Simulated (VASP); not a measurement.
Energy against volume of GaAs (zinc blende). Computed with PBE GGA with D3 dispersion (zero damping), VASP's PBE PAW potentials (set 64) (plane waves; VASP 6.6.1). Run with 520 eV cut-off, 8×8×8 Γ-centred mesh, Gaussian smearing of 0.050 eV, potentials Ga_d As.

```
V (Å³/atom)  E (eV/atom)
-----------  -----------
22.552          -4.34681
23.249          -4.35134
23.947          -4.34737
24.644          -4.33648
```

**Question.** Fit these four points and predict the energy of the run at 21.854 Å³/atom.

**Answer.** A cubic in V^(−2/3), the third-order Birch-Murnaghan form, passes through the four points with V0 = 23.25 Å³/atom and B0 = 65 GPa, and gives -4.3319 eV/atom there. The run gave -4.3323 eV/atom, -0.4 meV/atom from the fit; all five points give B0 = 64 GPa.

The compound is GaAs in the zinc blende structure. It was relaxed first.
